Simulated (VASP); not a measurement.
# Lattice vibrations of Rb2Re

Wanted: whether Rb2Re is dynamically stable, and its vibrational spectrum. The cell is generated by rule, not measured, and may not be a known phase.

Main program and level: VASP 6.6.1; r2SCAN; plane waves and PAW (Rb_sv, Re); invented cell.

Most raw output is cut from this account.

### Step 1. The starting structure

Symmetry: Fm-3m, No. 225, cubic system. The conventional cell has a = 7.543 Å, b = 7.543 Å, c = 7.543 Å, α = 90.00°, β = 90.00°, γ = 90.00°. Nearest to Rb lie 4 Re at 3.27 Å. Nearest to Re lie 8 Rb at 3.27 Å. Farther neighbours are not listed.

As a file:

```xyz
3
Lattice="0.0000 3.7714 3.7714 3.7714 0.0000 3.7714 3.7714 3.7714 0.0000" Properties=species:S:1:pos:R:3 pbc="T T T"
Rb    1.8857    1.8857    1.8857
Rb    5.6570    5.6570    5.6570
Re    0.0000    0.0000    0.0000
```

### Step 2. Relax the host

Cell and atoms are relaxed first, so that later runs start from this functional's own cell.

INCAR

```
SYSTEM = Rb2Re
PREC = Accurate
ENCUT = 350
EDIFF = 1E-06
NELM = 120
ISMEAR = 0
SIGMA = 0.05
LREAL = .FALSE.
ALGO = Normal
METAGGA = R2SCAN
LASPH = .TRUE.
NBANDS = 18
LORBIT = 11
LWAVE = .FALSE.
LCHARG = .FALSE.
KPAR = 4
IBRION = 2
NSW = 40
ISIF = 3
EDIFFG = -0.02
POTIM = 0.4
```

POSCAR

```
Rb2Re
1.0
    0.0000000000      3.7713649200      3.7713649200
    3.7713649200      0.0000000000      3.7713649200
    3.7713649200      3.7713649200      0.0000000000
Rb Re
2 1
Direct
    0.2500000000      0.2500000000      0.2500000000
    0.7500000000      0.7500000000      0.7500000000
    0.0000000000      0.0000000000      0.0000000000
```

KPOINTS

```
Automatic mesh
0
Gamma
5 5 5
0 0 0
```

Potentials, in the order of the species: Rb_sv and Re (PBE family, release 64).

Run with:

```
$ mpirun -np 4 vasp_std
```

The job ended after 3.6 min (4 MPI ranks of AMD EPYC 7R43, shared host; peak memory 0.78 GiB).

This run has no spin polarisation. Its electron count is odd, so without a moment it is a metal by construction. The k-mesh is coarse for a metal. The PAW data sets were made with PBE, which is usual practice but a small mismatch for other functionals. After so large a change of volume the plane waves of the start cell no longer fit, so the final stress carries a basis-set error. The data set Re keeps the semicore shell frozen, which is cheaper and a little less accurate. The run keeps the 48 symmetry operations of its start, so it cannot find a distortion of lower symmetry.

Step by step:

```csv
step,energy less that of the first step (eV),largest force (eV/Å),pressure (GPa),volume (Å³)
1,0.0000,0.0000,4.06,107.28
2,-0.2032,0.0000,1.71,118.95
3,-0.2696,0.0000,0.34,129.79
4,-0.2735,0.0000,0.05,132.93
```

```csv
"conventional cell, symmetrised",before,after,change
a (Å),7.543,8.101,+7.4 %
b (Å),7.543,8.101,+7.4 %
c (Å),7.543,8.101,+7.4 %
volume (Å³/atom),35.76,44.31,+23.9 %
```

Final coordinates:

```xyz
3
Lattice="0.0000 4.0507 4.0507 4.0507 0.0000 4.0507 4.0507 4.0507 0.0000" Properties=species:S:1:pos:R:3 pbc="T T T"
Rb    2.0254    2.0254    2.0254
Rb    6.0761    6.0761    6.0761
Re    0.0000    0.0000    0.0000
```

This step gave:

```
electronic cycles                               : 44
electrons                                       : 25
free energy (TOTEN)                             : -72.4944 eV
energy at zero smearing                         : -72.4875 eV
Fermi energy                                    : 0.8295 eV
pressure                                        : 0.04781 GPa
labelled metallic, from the levels on this mesh : yes
```

The run ended after 4 ionic steps, 0.273 eV below its first step, once forces and stress met EDIFFG = -0.02.

### Step 3. Tight relaxation

Force constants are second derivatives, so residual forces and stress must first be far smaller than in an ordinary relaxation. Smearing and mesh differ from the relaxation before, which can move the cell too.

INCAR

```
SYSTEM = Rb2Re
PREC = Accurate
ENCUT = 350
EDIFF = 1E-08
NELM = 120
ISMEAR = 1
SIGMA = 0.2
LREAL = .FALSE.
ALGO = Normal
METAGGA = R2SCAN
LASPH = .TRUE.
NBANDS = 18
LORBIT = 11
LWAVE = .FALSE.
LCHARG = .FALSE.
KPAR = 4
IBRION = 1
NSW = 30
ISIF = 3
EDIFFG = -0.002
POTIM = 0.4
```

POSCAR

```
Rb2Re
1.0
    0.0000000000      4.0507430374      4.0507430374
    4.0507430374      0.0000000000      4.0507430374
    4.0507430374      4.0507430374      0.0000000000
Rb Re
2 1
Direct
    0.2500000000      0.2500000000      0.2500000000
    0.7500000000      0.7500000000      0.7500000000
    0.0000000000      0.0000000000      0.0000000000
```

KPOINTS

```
Automatic mesh
0
Gamma
7 7 7
0 0 0
```

Run with:

```
$ mpirun -np 4 vasp_std
```

Elapsed: 4.5 min, on 4 MPI ranks; peak memory 0.8 GiB; 18 min of CPU time.

Step by step:

```csv
step,energy less that of the first step (eV),largest force (eV/Å),pressure (GPa),volume (Å³)
1,0.0000,0.0000,0.18,132.93
2,-0.0007,0.0000,0.11,133.71
3,-0.0012,0.0000,0.00,134.99
```

```csv
"conventional cell, symmetrised",before,after,change
a (Å),8.101,8.143,+0.5 %
b (Å),8.101,8.143,+0.5 %
c (Å),8.101,8.143,+0.5 %
volume (Å³/atom),44.31,45.00,+1.5 %
```

Final coordinates:

```cif
data_structure
_symmetry_space_group_name_H-M 'P 1'
_symmetry_Int_Tables_number 1
_cell_length_a 5.7580
_cell_length_b 5.7580
_cell_length_c 5.7580
_cell_angle_alpha 60.000
_cell_angle_beta 60.000
_cell_angle_gamma 60.000
_cell_volume 134.99
loop_
_atom_site_label
_atom_site_type_symbol
_atom_site_fract_x
_atom_site_fract_y
_atom_site_fract_z
_atom_site_occupancy
Rb1 Rb 0.25000 0.25000 0.25000 1
Rb2 Rb 0.75000 0.75000 0.75000 1
Re3 Re 0.00000 0.00000 0.00000 1
```

This step gave:

```
electronic cycles       : 42
free energy (TOTEN)     : -72.5150 eV
energy at zero smearing : -72.5023 eV
Fermi energy            : 0.7909 eV
pressure                : 0.001773 GPa
```

The run ended after 3 ionic steps, 0.001 eV below its first step, once forces and stress met EDIFFG = -0.002.

### Step 4. Force constants in the supercell

System of this step: Rb2Re. The structure is cubic, space group Fm-3m (No. 225). Conventional cell: a = 8.143 Å, b = 8.143 Å, c = 8.143 Å, α = 90.00°, β = 90.00°, γ = 90.00°. Nearest to Rb lie 4 Re at 3.53 Å. Nearest to Re lie 8 Rb at 3.53 Å. Farther neighbours are not listed.

Each independent atom is moved by 0.015 Å both ways; the forces give the force constants out to half the supercell.

INCAR

```
SYSTEM = Rb2Re
PREC = Accurate
ENCUT = 350
EDIFF = 1E-07
NELM = 120
ISMEAR = 1
SIGMA = 0.2
LREAL = .FALSE.
ALGO = Normal
METAGGA = R2SCAN
LASPH = .TRUE.
NBANDS = 124
LWAVE = .FALSE.
LCHARG = .FALSE.
KPAR = 4
IBRION = 6
NSW = 1
NFREE = 2
POTIM = 0.015
ISIF = 0
ADDGRID = .TRUE.
```

POSCAR

```
Rb2Re
1.0
    0.0000000000      8.1430559464      8.1430559464
    8.1430559464      0.0000000000      8.1430559464
    8.1430559464      8.1430559464      0.0000000000
Rb Re
16 8
Direct
    0.1250000000      0.1250000000      0.1250000000
    0.1250000000      0.1250000000      0.6250000000
    0.1250000000      0.6250000000      0.1250000000
    0.1250000000      0.6250000000      0.6250000000
    0.6250000000      0.1250000000      0.1250000000
    0.6250000000      0.1250000000      0.6250000000
    0.6250000000      0.6250000000      0.1250000000
    0.6250000000      0.6250000000      0.6250000000
    0.3750000000      0.3750000000      0.3750000000
    0.3750000000      0.3750000000      0.8750000000
    0.3750000000      0.8750000000      0.3750000000
    0.3750000000      0.8750000000      0.8750000000
    0.8750000000      0.3750000000      0.3750000000
    0.8750000000      0.3750000000      0.8750000000
    0.8750000000      0.8750000000      0.3750000000
    0.8750000000      0.8750000000      0.8750000000
    0.0000000000      0.0000000000      0.0000000000
    0.0000000000      0.0000000000      0.5000000000
    0.0000000000      0.5000000000      0.0000000000
    0.0000000000      0.5000000000      0.5000000000
    0.5000000000      0.0000000000      0.0000000000
    0.5000000000      0.0000000000      0.5000000000
    0.5000000000      0.5000000000      0.0000000000
    0.5000000000      0.5000000000      0.5000000000
```

KPOINTS

```
Automatic mesh
0
Gamma
4 4 4
0 0 0
```

Run with:

```
$ mpirun -np 4 vasp_std
```

Wall time 2.3 h (4 MPI ranks).

The run was stopped at its time limit, so it gives no result of its own.

### Step 5. Summary of results

```json
{
  "result": "none"
}
```

The session ends without its result: «force constants in the supercell» met its time limit.

[Lines on the potential files, build, host, timing and source positions are cut from VASP's logs without a mark.]

[Logs are printed without paths, hosts, clocks, repeated set-up lines and the standing remarks that a program may print on its own settings, such as how far it seeks lower states.]

[Hosts, paths, dates, database ids (printed as entryN), source tags and the programs' standing remarks are cut or masked in the printed files.]

[Runs that stopped without an error message from VASP are left out.]
